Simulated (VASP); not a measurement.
These are SCAN meta-GGA, VASP's PBE PAW potentials (set 64) (plane waves; VASP) values and carry that method's errors.

Input for VASP

**INCAR**
```
! general
SYSTEM   =  SrTe
PREC     =  Accurate
ENCUT    =  400   ! plane-wave cut-off (eV)
LREAL    =  .FALSE.
LASPH    =  .TRUE.   ! aspherical one-centre terms

! electronic loop
EDIFF    =  1E-6   ! SCF stop (eV)
NELM     =  100   ! most electronic steps
ALGO     =  Normal
LMAXMIX  =  4
LMIXTAU  =  .TRUE.

! smearing
ISMEAR   =  0   ! Gaussian
SIGMA    =  0.05

! functional
METAGGA  =  SCAN

! ions
ISIF     =  2   ! forces and stress, cell fixed

! output
LWAVE    =  .FALSE.
LCHARG   =  .FALSE.
```

### POSCAR
```
SrTe
1
    0.0000000000     3.3300000000     3.3300000000
    3.3300000000     0.0000000000     3.3300000000
    3.3300000000     3.3300000000     0.0000000000
Sr Te
1 1
Direct
  0.0000000000   0.0000000000   0.0000000000
  0.5000000000   0.5000000000   0.5000000000
```

KPOINTS:
```
Automatic mesh
0
Gamma
6 6 6
0 0 0
```

POTCAR, in this order: Sr_sv Te (PBE.64 set). Program: vasp_std.

Unless said otherwise, spin-orbit coupling is left out, though it shifts the bands of the heavy elements here.

Task: What does the run give for the energy per atom (σ→0), band gap (on the k-mesh)?

Result: 
```yaml
energy per atom (σ→0): -31.724 eV/atom
band gap (on the k-mesh): 2.08 eV
```

**OSZICAR**
```
...
DAV:  16    -0.634482908097E+02   -0.53784E-03   -0.62439E-04   432   0.331E-01    0.855E-02
DAV:  17    -0.634485239751E+02   -0.23317E-03   -0.31848E-04   440   0.248E-01    0.351E-02
DAV:  18    -0.634485886305E+02   -0.64655E-04   -0.78094E-05   472   0.107E-01    0.418E-02
DAV:  19    -0.634485831797E+02    0.54509E-05   -0.47759E-06   584   0.252E-02    0.411E-02
DAV:  20    -0.634485999157E+02   -0.16736E-04   -0.15036E-05   432   0.351E-02    0.215E-02
DAV:  21    -0.634486043826E+02   -0.44669E-05   -0.16378E-05   680   0.404E-02    0.129E-02
DAV:  22    -0.634486042302E+02    0.15240E-06   -0.11419E-06   388   0.145E-02
   1 F= -.63448604E+02 E0= -.63448604E+02  d E =-.470994E-15
```

The compound is SrTe in the rock salt structure. The cell was not relaxed at this level. The run is one of a series of settings (GGA removed, LMIXTAU = .TRUE., METAGGA = SCAN against the base run), some of them coarse on purpose.
